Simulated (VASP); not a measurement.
LaOsN3, 5 atoms in the cell. It takes space group Pm-3m (No. 221, cubic). The conventional cell has a = 3.951 Å, b = 3.951 Å, c = 3.951 Å, α = 90.00°, β = 90.00°, γ = 90.00°. La (site symmetry m-3m) is surrounded by 12 N at 2.79 Å. Os (site symmetry m-3m) has 6 N at 1.98 Å as nearest neighbours. Around N (site symmetry 4/mmm) lie 2 Os at 1.98 Å. The cell comes from a database or a generator and needn't be the stable form of this composition.

- Program: VASP 6.6.1
- Task: single point
- Functional: LDA
- Potentials or basis: VASP PAW LDA potentials, release 64 (La, Os, N)
- Cutoff: 520 eV
- k mesh: 7 × 7 × 7
- Occupations: methfessel-paxton, width 0.1 eV
- Spin: no spin polarisation
- Dipole correction: no
- Further INCAR settings: ALGO = Normal; EDIFF = 1e-06; NBANDS = 25

Potentials or basis: VASP PAW LDA potentials, release 64 (La, Os, N).

Command:

```sh
$ cat potpaw_LDA.64/La/POTCAR potpaw_LDA.64/Os/POTCAR potpaw_LDA.64/N/POTCAR > POTCAR
$ mpirun -np 1 vasp_std > vasp.out
```

Hardware: 1 thread of Intel(R) Xeon(R) Platinum 8488C (Sapphire Rapids), with other jobs on the host.

**Question.** How long does it take, and how much memory?

**Answer.** Wall time 28 s on 1 thread of Intel(R) Xeon(R) Platinum 8488C (Sapphire Rapids), on a shared host, peak memory 0.18 GiB. Counts: scf iterations 15, k points 20.
